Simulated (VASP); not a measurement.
Here is the system:

```yaml
crystal:
  lattice:
    - [2.86425, 0.00000, 0.00000]
    - [0.00000, 2.86425, 0.00000]
    - [0.00000, 0.00000, 2.86425]
  atoms:
    - { symbol: Al, position: [0.50000, 0.50000, 0.50000] }
    - { symbol: Co, position: [0.00000, 0.00000, 0.00000] }
```

Calculation: PBEsol GGA, VASP's PBE PAW potentials (set 64) (plane waves; VASP). Settings: 480 eV cut-off, 12×12×12 Γ-centred mesh, first-order Methfessel-Paxton smearing of 0.10 eV, potentials Al Co.

**Question.** Give the stress tensor in GPa (positive for a compressed cell).

**Answer.** 
```
-7.71   0.00   0.00
 0.00  -7.71   0.00
 0.00   0.00  -7.71
```
The pressure is its mean diagonal, -7.71 GPa.

The compound is CoAl in the CsCl type structure. This cell was strained or had an atom moved on purpose. The run is not spin-polarised, so no magnetic state was tried.
